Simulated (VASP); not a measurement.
Ca2ZrN2: relaxation of cell and atoms with PBE

Ca2ZrN2:

```
CELL_PARAMETERS angstrom
-1.64700 2.54600 5.16000
1.64700 -2.54600 5.16000
1.64700 2.54600 -5.16000
ATOMIC_POSITIONS crystal
Ca 0.82171 0.32171 0.50000
Ca 0.17829 0.67829 0.50000
Zr 0.50000 0.00000 0.50000
N 0.35484 0.35484 0.00000
N 0.64516 0.64516 0.00000
```

The cell was built by a generator and needn't be a form met in nature.

| Property | Result |
| --- | --- |
| Program | VASP 6.6.1 |
| Task | relaxation of cell and atoms |
| Functional | PBE |
| Potentials or basis | VASP PAW PBE potentials, release 64 (Ca_sv, Zr_sv, N) |
| Cutoff | 520 eV |
| k mesh | 10 × 10 × 10 |
| Occupations | gaussian, width 0.1 eV |
| Spin | no spin polarisation |
| Further INCAR settings | ALGO = Normal; EDIFF = 1e-06; IBRION = 2; EDIFFG = -0.01; NSW = 90; ISIF = 3 |

* Relaxed volume: 17.40 Å³/atom
* Relaxed cell: a = 5.988 Å, b = 5.988 Å, c = 5.988 Å, α = 148.08°, β = 129.33°, γ = 61.15°
* Space group after relaxing (to 0.05 Å): Immm (No. 71)
* Energy gained by relaxing: 0.3 meV/atom
* Ionic steps: 7
* Pressure after relaxing: 0.0 GPa
* Largest force after relaxing: 0.006 eV/Å
* Band gap on the k mesh: none (metal or under the smearing width)

Forces on the atoms (eV/Å):
```
Ca   0.000  0.000  0.006
Ca   0.000  0.000 -0.006
Zr   0.000  0.000  0.000
N    0.000  0.000  0.002
N    0.000  0.000 -0.002
```

Step by step:
| step | energy change (eV) | largest force (eV/Å) | pressure (GPa) | volume (Å³) |
| --- | --- | --- | --- | --- |
| 1 | 0.0000 | 0.0422 | 0.37 | 86.55 |
| 2 | -0.0009 | 0.0176 | -0.15 | 87.05 |
| 3 | -0.0009 | 0.0178 | -0.15 | 87.04 |
| 4 | -0.0011 | 0.0359 | 0.03 | 87.01 |
| 5 | -0.0011 | 0.0273 | 0.01 | 87.01 |
| 6 | -0.0012 | 0.0174 | 0.00 | 87.02 |
| 7 | -0.0013 | 0.0057 | 0.00 | 87.02 |

Final structure:
```yaml
crystal:
  lattice:
    - [-1.64677, 2.56244, 5.15566]
    - [1.64677, -2.56244, 5.15566]
    - [1.64677, 2.56244, -5.15566]
  atoms:
    - { symbol: Ca, position: [0.82215, 0.32215, 0.50000] }
    - { symbol: Ca, position: [0.17785, 0.67785, 0.50000] }
    - { symbol: Zr, position: [0.50000, 0.00000, 0.50000] }
    - { symbol: N, position: [0.35483, 0.35483, 0.00000] }
    - { symbol: N, position: [0.64517, 0.64517, 0.00000] }
```

Levels at points of the mesh, in eV from the Fermi level:
```
           k point  band 19  band 20  band 21  band 22  band 23  band 24
(0.00, 0.00, 0.00)    -2.32    -2.03    -1.51     1.53     1.55     2.16
(0.50, 0.00, 0.00)    -2.00    -1.60    -0.04    -0.02     0.58     2.22
(0.00, 0.50, 0.00)    -2.57    -2.02    -0.92    -0.33     1.23     2.09
(0.50, 0.50, 0.00)    -2.68    -2.45     0.28     0.42     0.45     1.28
(0.50, 0.50, 0.50)    -2.41    -2.01    -1.53     0.05     2.06     2.37
```

Wall time 2.9 min on 8 MPI ranks on Intel(R) Xeon(R) 6975P-C (Granite Rapids), on a shared host, peak memory 0.62 GiB a rank.
